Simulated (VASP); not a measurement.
# A VASP study of LaSi3Rh (LDA): structure first, properties next, part 5 of 5

Aim: relax LaSi3Rh with LDA, compute its properties on that cell and hold them against experiment. The start is a computed cell from the Materials Project.

VASP 6.6.1; LDA; plane waves and PAW (La, Si, Rh_pv).

So far. Step 5 (Band structure (LDA)): There is no gap at this level. Step 6 (Density of states (LDA)): The finer mesh and the other smearing move the Fermi level by -0.06 eV from the 6×6×6 run, one measure of the sampling error in the zero of the bands above. Of the states within 0.3 eV of the Fermi level, the largest shares in the PAW spheres are Rh d 16 %, Si p 15 % and La d 8 %. The rest lies in smaller channels or between the spheres. The relaxed cell has a = 4.212, c = 9.734 Å (conventional setting).

### Step 7. Zone-centre phonons (LDA) (continued)

OUTCAR, selected parts (step 7):

```text
   k-points           NKPTS =     59   k-points in BZ     NKDIM =     59   number of bands    NBANDS=     25

   NELECT =      38.0000    total number of electrons

  Total        0.1036518      0.1036518      0.1229206      0.0000000      0.0000000     -0.0000000
  in kB        1.9231081      1.9231081      2.2806134      0.0000000      0.0000000     -0.0000000
  external PRESSURE =       2.0422765 kB  Pullay stress =       0.0000000 kB

 POSITION                                       TOTAL-FORCE (eV/Angst)
 -----------------------------------------------------------------------------------
     -0.00000     -4.21219     -0.00238         0.000000     -0.000000     -0.033080
     -2.10610     -2.10610     -0.84802         0.000000     -0.000000     -0.095748
      0.00000     -2.10610     -2.31856        -0.000000      0.000000      0.046551
     -2.10610     -4.21219     -2.31856        -0.000000      0.000000      0.046551
      0.00000     -4.21219     -3.37053        -0.000000      0.000000      0.035725
 -----------------------------------------------------------------------------------
    total drift:                               -0.000029      0.000029     -0.000163

 Eigenvectors and eigenvalues of the dynamical matrix
 ----------------------------------------------------

   1 f  =   11.263399 THz    70.770022 2PiTHz  375.706544 cm-1    46.581654 meV
             X         Y         Z           dx          dy          dz
     -0.000000 -4.212193 -0.002383     0.019356    0.019833    0.000000
     -2.106097 -2.106097 -0.848021    -0.029247   -0.029968    0.000000
      0.000000 -2.106097 -2.318564     0.056529   -0.646190   -0.000000
     -2.106097 -4.212193 -2.318564    -0.630632    0.057924   -0.000000
      0.000000 -4.212193 -3.370534     0.292737    0.299959   -0.000000

   2 f  =   11.263399 THz    70.770022 2PiTHz  375.706544 cm-1    46.581654 meV
             X         Y         Z           dx          dy          dz
     -0.000000 -4.212193 -0.002383    -0.019833    0.019356    0.000000
     -2.106097 -2.106097 -0.848021     0.029968   -0.029247    0.000000
      0.000000 -2.106097 -2.318564    -0.057924   -0.630632   -0.000000
     -2.106097 -4.212193 -2.318564     0.646190    0.056529   -0.000000
      0.000000 -4.212193 -3.370534    -0.299959    0.292737   -0.000000

   3 f  =   11.252561 THz    70.701927 2PiTHz  375.345038 cm-1    46.536833 meV
             X         Y         Z           dx          dy          dz
     -0.000000 -4.212193 -0.002383     0.000000   -0.000000    0.119658
     -2.106097 -2.106097 -0.848021    -0.000000    0.000000    0.771184
      0.000000 -2.106097 -2.318564     0.000000    0.000000   -0.438114
     -2.106097 -4.212193 -2.318564    -0.000000   -0.000000   -0.438114
      0.000000 -4.212193 -3.370534     0.000000   -0.000000   -0.084084

   4 f  =    9.581719 THz    60.203713 2PiTHz  319.611729 cm-1    39.626786 meV
             X         Y         Z           dx          dy          dz
     -0.000000 -4.212193 -0.002383    -0.000000    0.000000    0.124853
     -2.106097 -2.106097 -0.848021     0.000000   -0.000000   -0.476178
      0.000000 -2.106097 -2.318564     0.000000    0.000000   -0.457864
     -2.106097 -4.212193 -2.318564    -0.000000   -0.000000   -0.457864
      0.000000 -4.212193 -3.370534     0.000000   -0.000000    0.581711

   5 f  =    8.640657 THz    54.290851 2PiTHz  288.221306 cm-1    35.734871 meV
             X         Y         Z           dx          dy          dz
     -0.000000 -4.212193 -0.002383     0.000000    0.000000    0.000000
     -2.106097 -2.106097 -0.848021    -0.000000   -0.000000    0.000000
      0.000000 -2.106097 -2.318564     0.000000    0.000000   -0.707107
     -2.106097 -4.212193 -2.318564     0.000000    0.000000    0.707107
      0.000000 -4.212193 -3.370534    -0.000000   -0.000000    0.000000

   6 f  =    8.337252 THz    52.384502 2PiTHz  278.100805 cm-1    34.480090 meV
             X         Y         Z           dx          dy          dz
[...]
X         Y         Z           dx          dy          dz
     -0.000000 -4.212193 -0.002383    -0.283285    0.100540    0.000000
     -2.106097 -2.106097 -0.848021     0.210883   -0.074844   -0.000000
      0.000000 -2.106097 -2.318564     0.848597    0.013279    0.000000
     -2.106097 -4.212193 -2.318564    -0.037416   -0.301175    0.000000
      0.000000 -4.212193 -3.370534    -0.204675    0.072641   -0.000000

   9 f  =    4.879518 THz    30.658913 2PiTHz  162.763186 cm-1    20.180054 meV
             X         Y         Z           dx          dy          dz
     -0.000000 -4.212193 -0.002383     0.100540    0.283285    0.000000
     -2.106097 -2.106097 -0.848021    -0.074844   -0.210883   -0.000000
      0.000000 -2.106097 -2.318564    -0.301175    0.037416   -0.000000
     -2.106097 -4.212193 -2.318564     0.013279   -0.848597    0.000000
      0.000000 -4.212193 -3.370534     0.072641    0.204675   -0.000000

  10 f  =    4.395141 THz    27.615486 2PiTHz  146.606127 cm-1    18.176835 meV
             X         Y         Z           dx          dy          dz
     -0.000000 -4.212193 -0.002383    -0.000000    0.000000    0.736733
     -2.106097 -2.106097 -0.848021    -0.000000    0.000000   -0.304486
      0.000000 -2.106097 -2.318564    -0.000000   -0.000000   -0.111448
     -2.106097 -4.212193 -2.318564     0.000000    0.000000   -0.111448
      0.000000 -4.212193 -3.370534     0.000000   -0.000000   -0.582813

  11 f  =    4.008946 THz    25.188949 2PiTHz  133.724037 cm-1    16.579660 meV
             X         Y         Z           dx          dy          dz
     -0.000000 -4.212193 -0.002383    -0.311078    0.587521   -0.000000
     -2.106097 -2.106097 -0.848021    -0.045002    0.084993    0.000000
      0.000000 -2.106097 -2.318564    -0.009978   -0.262496    0.000000
     -2.106097 -4.212193 -2.318564     0.138985    0.018846    0.000000
      0.000000 -4.212193 -3.370534     0.317410   -0.599480    0.000000

  12 f  =    4.008946 THz    25.188949 2PiTHz  133.724037 cm-1    16.579660 meV
             X         Y         Z           dx          dy          dz
     -0.000000 -4.212193 -0.002383     0.587521    0.311078    0.000000
     -2.106097 -2.106097 -0.848021     0.084993    0.045002   -0.000000
      0.000000 -2.106097 -2.318564     0.018846   -0.138985    0.000000
     -2.106097 -4.212193 -2.318564    -0.262496    0.009978   -0.000000
      0.000000 -4.212193 -3.370534    -0.599480   -0.317410   -0.000000

  13 f/i=    0.000878 THz     0.005515 2PiTHz    0.029279 cm-1     0.003630 meV
             X         Y         Z           dx          dy          dz
     -0.000000 -4.212193 -0.002383    -0.429959    0.490947    0.000000
     -2.106097 -2.106097 -0.848021    -0.193372    0.220802    0.000000
      0.000000 -2.106097 -2.318564    -0.193292    0.220829    0.000000
     -2.106097 -4.212193 -2.318564    -0.193396    0.220709    0.000000
      0.000000 -4.212193 -3.370534    -0.370191    0.422702    0.000000

  14 f/i=    0.000878 THz     0.005515 2PiTHz    0.029279 cm-1     0.003630 meV
             X         Y         Z           dx          dy          dz
     -0.000000 -4.212193 -0.002383    -0.490947   -0.429959   -0.000000
     -2.106097 -2.106097 -0.848021    -0.220802   -0.193372   -0.000000
      0.000000 -2.106097 -2.318564    -0.220709   -0.193396   -0.000000
     -2.106097 -4.212193 -2.318564    -0.220829   -0.193292   -0.000000
      0.000000 -4.212193 -3.370534    -0.422702   -0.370191   -0.000000

  15 f/i=    0.006274 THz     0.039423 2PiTHz    0.209292 cm-1     0.025949 meV
             X         Y         Z           dx          dy          dz
     -0.000000 -4.212193 -0.002383     0.000000    0.000000   -0.653695
     -2.106097 -2.106097 -0.848021     0.000000    0.000000   -0.292948
      0.000000 -2.106097 -2.318564     0.000000    0.000000   -0.293251
     -2.106097 -4.212193 -2.318564     0.000000    0.000000   -0.293251
      0.000000 -4.212193 -3.370534     0.000000    0.000000   -0.561134

 ELASTIC MODULI CONTR FROM IONIC RELAXATION (kBar)
 Direction    XX          YY          ZZ          XY          YZ          ZX
 --------------------------------------------------------------------------------
 XX        -196.8354    -42.6406     24.6988      0.0000      0.0000      0.0000
 YY         -42.6406   -196.8354     24.6988      0.0000     -0.0000     -0.0000
 ZZ          24.6988     24.6988   -383.0382      0.0000     -0.0000      0.0000
 XY           0.0000      0.0000      0.0000     -0.0000      0.0000     -0.0000
 YZ           0.0000     -0.0000     -0.0000      0.0000   -149.9884     -0.0000
 ZX           0.0000     -0.0000      0.0000     -0.0000     -0.0000   -145.0227
 --------------------------------------------------------------------------------

[... 6 parts as in an earlier step ...]

[... 4 further parts left out ...]
```

Energies printed during the response cycles are not total energies of the cell.

Numbers from this step:

```
bands                     : 25
irreducible k-points      : 59
pressure of the cell      : 0.2042 GPa
largest force of the cell : 0.09575 eV/Å
Fermi energy              : 10.16 eV
```

The modes at Γ (shares of kinetic energy by element, %):

| mode | frequency (cm⁻¹) | symmetry | La % | Si % | Rh % |
| --- | --- | --- | --- | --- | --- |
| 1 | -0.2 | acoustic | 43 | 26 | 31 |
| 2 | 0.0 | acoustic | 43 | 26 | 32 |
| 3 | 0.0 | acoustic | 43 | 26 | 32 |
| 4 | 133.7 | E | 44 | 10 | 46 |
| 5 | 133.7 | E | 44 | 10 | 46 |
| 6 | 146.6 | A1 | 54 | 12 | 34 |
| 7 | 162.8 | E | 9 | 86 | 5 |
| 8 | 162.8 | E | 9 | 86 | 5 |
| 9 | 278.1 | E | 4 | 96 | 0 |
| 10 | 278.1 | E | 4 | 96 | 0 |
| 11 | 288.2 | B | 0 | 100 | 0 |
| 12 | 319.6 | A1 | 2 | 65 | 34 |
| 13 | 375.3 | A1 | 1 | 98 | 1 |
| 14 | 375.7 | E | 0 | 82 | 18 |
| 15 | 375.7 | E | 0 | 82 | 18 |

Displacements in mode 4 (133.7 cm⁻¹), the largest set to 1:
```
La1  0.84  0.45  0.00
Si2  0.27  0.14  0.00
Si3  0.06 -0.44  0.00
Si4 -0.84  0.03  0.00
Rh5 -1.00 -0.53  0.00
```

Displacements in mode 14 (375.7 cm⁻¹), the largest set to 1:
```
La1 -0.01  0.01  0.00
Si2  0.05 -0.05  0.00
Si3 -0.09 -0.98  0.00
Si4  1.00  0.09  0.00
Rh5 -0.24  0.24  0.00
```

The three acoustic modes lie within 0.2 cm⁻¹ of zero, and all others are real. By the characters of their eigenvectors the optical modes sort into (cm⁻¹) Raman active: E 134, A1 147, E 163, E 278, B 288, A1 320, A1 375, E 376; infrared active: E 134, A1 147, E 163, E 278, A1 320, A1 375, E 376. B labels carry no number here, since it depends on the setting of the axes.

### Step 8. Band structure (LDA), changed input

Levels along the symmetry lines show where the bands peak and cross; KPOINTS_OPT computes them in the converged potential. Some settings are moved from the usual, to see what they do.

INCAR reads:

```
SYSTEM = LaSi3Rh
PREC = Accurate
ENCUT = 200
EDIFF = 1E-06
NELM = 100
ISMEAR = 0
SIGMA = 0.05
LREAL = On
ALGO = Normal
GGA = CA
NBANDS = 34
LASPH = .TRUE.
LORBIT = 11
LWAVE = .FALSE.
LCHARG = .FALSE.
KPAR = 4
ISYM = -1
```

POSCAR reads:

```
LaSi3Rh
1.0
    0.0000000000     -4.2121934747      0.0000000000
   -4.2121934747      0.0000000000      0.0000000000
    2.1060967374     -2.1060967374     -4.8670640531
La Si Rh
1 3 1
Direct
    0.9997552198      0.0002447802      0.0004895603
    0.4128816538      0.5871183462      0.1742366924
    0.2618107950      0.2381892050      0.4763784102
    0.7618107950      0.7381892050      0.4763784102
    0.6537405265      0.3462594735      0.6925189470
```

KPOINTS reads:

```
Automatic mesh
0
Gamma
6 6 6
0 0 0
```

KPOINTS_OPT reads:

```
Line mode
16
Line-mode
Reciprocal
  0.00000000   0.00000000   0.00000000 GAMMA
 -0.50000000  -0.50000000   0.00000000 X

 -0.50000000  -0.50000000   0.00000000 X
 -0.40637485  -0.59362515   0.09362515 Y

 -0.40637485  -0.59362515   0.09362515 Y
  0.00000000  -0.59362515   0.29681257 S

  0.00000000  -0.59362515   0.29681257 S
  0.00000000   0.00000000   0.00000000 GAMMA

  0.00000000   0.00000000   0.00000000 GAMMA
  0.00000000   0.00000000  -0.50000000 Z

  0.00000000   0.00000000  -0.50000000 Z
  0.00000000  -0.40637485  -0.29681257 S1

  0.00000000  -0.40637485  -0.29681257 S1
  0.00000000  -0.50000000   0.00000000 N

  0.00000000  -0.50000000   0.00000000 N
 -0.50000000  -0.50000000  -0.25000000 P

 -0.50000000  -0.50000000  -0.25000000 P
 -0.40637485  -0.40637485  -0.50000000 Y1

 -0.40637485  -0.40637485  -0.50000000 Y1
  0.00000000   0.00000000  -0.50000000 Z

 -0.50000000  -0.50000000   0.00000000 X
 -0.50000000  -0.50000000  -0.25000000 P
```

The projector-augmented-wave data sets are La, Si and Rh_pv (LDA family, release 64).

Command:

```bash
$ mpirun -np 4 vasp_std
```

The log of the run:

```text
[banner, memory and clock lines left out]
running    4 mpi-ranks, on    1 nodes
 distrk:  each k-point on    1 cores,    4 groups
 distr:  one band on    1 cores,    1 groups

 POSCAR found type information on POSCAR LaSiRh
 POSCAR found :  3 types and       5 ions
|                                                                             |
|               ----> ADVICE to this user running VASP <----                  |
|                                                                             |
|     You have a (more or less) 'small supercell' and for smaller cells       |
|     it is recommended to use the reciprocal-space projection scheme!        |
|     The real-space optimization is not efficient for small cells and it     |
|     is also less accurate ...                                               |
|     Therefore, set LREAL=.FALSE. in the INCAR file.                         |
|                                                                             |

 LDA part: xc-table for (Slater(with rela. corr.)+CA(PZ))
 , standard interpolation
 POSCAR, INCAR and KPOINTS ok, starting setup
 FFT: planning ... GRIDC
 FFT: planning ... GRID_SOFT
 FFT: planning ... GRID
 WAVECAR not read
 entering main loop
       N       E                     dE             d eps       ncg     rms          rms(c)
DAV:   1     0.153620014658E+03    0.15362E+03   -0.10258E+04 17944   0.588E+02
DAV:   2    -0.257585228715E+02   -0.17938E+03   -0.16210E+03 15790   0.185E+02
DAV:   3    -0.368376345584E+02   -0.11079E+02   -0.10603E+02 18002   0.475E+01
DAV:   4    -0.373220747663E+02   -0.48444E+00   -0.48150E+00 24272   0.943E+00
DAV:   5    -0.373335080286E+02   -0.11433E-01   -0.11421E-01 19244   0.103E+00    0.173E+01
DAV:   6    -0.369957943429E+02    0.33771E+00   -0.10280E+01 19552   0.187E+01    0.638E+00
DAV:   7    -0.362552078333E+02    0.74059E+00   -0.33618E+00 18954   0.119E+01    0.545E+00
DAV:   8    -0.361907934664E+02    0.64414E-01   -0.39718E-01 18248   0.278E+00    0.845E-01
DAV:   9    -0.361801032147E+02    0.10690E-01   -0.68472E-02 19958   0.155E+00    0.365E-01
DAV:  10    -0.361789114891E+02    0.11917E-02   -0.60624E-03 17162   0.440E-01    0.137E-01
DAV:  11    -0.361789206041E+02   -0.91150E-05   -0.56178E-04 21736   0.925E-02    0.544E-02
DAV:  12    -0.361789191156E+02    0.14885E-05   -0.20972E-05 20850   0.201E-02    0.149E-02
DAV:  13    -0.361789192465E+02   -0.13089E-06   -0.28308E-06 17466   0.851E-03
   1 F= -.36178919E+02 E0= -.36178063E+02  d E =-.171248E-02
 Start KPOINTS_OPT (optional k-point list driver)
k-point batch [1-176\176]
       N       E                     dE             ncg
DAV:   1     0.794851814541E+04   -0.96620E+05    14616
DAV:   2    -0.242735146540E+05   -0.32222E+05    12802
DAV:   3    -0.261790297459E+05   -0.19055E+04    14710
DAV:   4    -0.262636590648E+05   -0.84629E+02    19966
DAV:   5    -0.262657861970E+05   -0.21271E+01    15840
DAV:   6    -0.262658369628E+05   -0.50766E-01    18886
DAV:   7    -0.262658381007E+05   -0.11379E-02    16216
DAV:   8    -0.262658381229E+05   -0.22130E-04    12254
DAV:   9    -0.262658381245E+05   -0.15946E-05     9788
DAV:  10    -0.262658381252E+05   -0.73090E-06     8862
```

Run time: 46 s. Hardware: 4 MPI ranks of Intel Xeon 6975P-C (Granite Rapids), shared host; peak memory 1.2 GiB.

OUTCAR, selected parts (step 8):

```text
   k-points           NKPTS =    216   k-points in BZ     NKDIM =    216   number of bands    NBANDS=     34

   ENCUT  =  200.0 eV  14.70 Ry    3.83 a.u.   4.86  4.86  6.58*2*pi/ulx,y,z

   NELECT =      38.0000    total number of electrons

 E-fermi :  10.2267

 k-point     1 :       0.0000    0.0000    0.0000
  band No.  band energies     occupation
    ...
     14       6.8154      2.00000
     15       7.0321      2.00000
     16       7.4951      2.00000
     17       8.3643      2.00000
     18       8.3643      2.00000
     19      10.4544      0.00000
     20      10.4545      0.00000
     21      11.5005      0.00000
     22      11.6444      0.00000
     23      12.3561      0.00000
    ...

  Total      -10.8640438    -10.8640502    -10.8404158     -0.0018069      0.0002323     -0.0002326
  in kB     -201.5665242   -201.5666426   -201.1281401     -0.0335240      0.0043102     -0.0043155
  external PRESSURE =    -201.4204356 kB  Pullay stress =       0.0000000 kB

 POSITION                                       TOTAL-FORCE (eV/Angst)
 -----------------------------------------------------------------------------------
     -0.00000     -4.21219     -0.00238         0.000124     -0.000127     -0.026241
     -2.10610     -2.10610     -0.84802         0.001090     -0.001092      0.129940
      0.00000     -2.10610     -2.31856        -0.000421      0.000446     -0.069023
     -2.10610     -4.21219     -2.31856        -0.000448      0.000423     -0.069034
      0.00000     -4.21219     -3.37053        -0.000345      0.000349      0.034358
 -----------------------------------------------------------------------------------
    total drift:                               -0.000837      0.000841     -0.062182

  FREE ENERGIE OF THE ION-ELECTRON SYSTEM (eV)
  ---------------------------------------------------
  free  energy   TOTEN  =       -36.1789192465 eV

  energy  without entropy=      -36.1772067704  energy(sigma->0) =      -36.17806301

[... 1 part as in an earlier step ...]

[... 11 further parts left out ...]
```

The run converged; its settings lie outside those of the reference runs, so its numbers are set aside.

Against the sound run on this cell (band structure (LDA)) the energy at zero smearing moves by +100.9 meV an atom and the pressure by -20.12 GPa.

Settings moved from the usual: ISYM = -1, LREAL = On and ENCUT = 200.

ISYM = -1 switches symmetry off, which costs time and should not change a single point. The cutoff falls from 400 to 200 eV, which shrinks the basis; the stress suffers most (Pulay stress), and PAW energies need not rise evenly as the basis shrinks.

### Step 9. Results

```json
{
 "relaxed volume": "17.27 Å³/atom",
 "relaxed conventional cell a, b, c": "4.212, 4.212, 9.734 Å",
 "space group after relaxing, within 0.02 Å": "I4mm (No. 107)",
 "band gap": "none, a metal",
 "DOS at the Fermi level": "2.13 states/eV/cell",
 "highest zone-centre mode": "376 cm⁻¹"
}
```

What this shows: With LDA, LaSi3Rh relaxes to 17.27 Å³/atom in space group I4mm (held by the symmetry of the run) and comes out as a metal. Band structure (LDA): Of the bands kept, 3 cross the Fermi level on this path. Zone-centre phonons (LDA): The highest mode in this list at Γ, 375.7 cm⁻¹, is mostly motion of Si (82 % of the kinetic energy). Spin-orbit coupling is left out, and with elements this heavy it would split and shift bands near the Fermi level. The k-sampling is coarse for a metal, so the Fermi level, pressures and the shape of the cell carry errors. Modes at Γ alone can't show that the crystal is stable at other wave vectors. No search among competing phases was made, and a listed structure need not be the one stable at ambient conditions. All values are for a static lattice at zero temperature.

Comparison with the measured values:

| quantity | measured | LDA |
| --- | --- | --- |
| lattice constant a (Å) | 4.2694 | 4.212 (-1.3 %) |
| lattice constant c (Å) | 9.8357 | 9.734 (-1.0 %) |

Measured values from arxiv:1108.0193 (2011).

How well it matches: The lattice constant a is off by -1.3 %: fair agreement. The lattice constant c is off by -1.0 %: fair agreement. The grades are ours: good and fair within 0.7 and 1.5 % for the lattice constant a and 0.8 and 2 % for the lattice constant c. Zero-point motion and thermal expansion (measured at up to 300 K) are not in the computed lattice constants.

[Lines on the potential files, build, host, timing and source positions are cut from VASP's logs without a mark.]

[Logs are printed without paths, hosts, clocks, repeated set-up lines and the standing remarks that a program may print on its own settings, such as how far it seeks lower states.]

[Hosts, paths, dates, database ids (printed as entryN), source tags and the programs' standing remarks are cut or masked in the printed files.]

[A measured line is paired with the nearest computed mode of its activity, which favours agreement.]
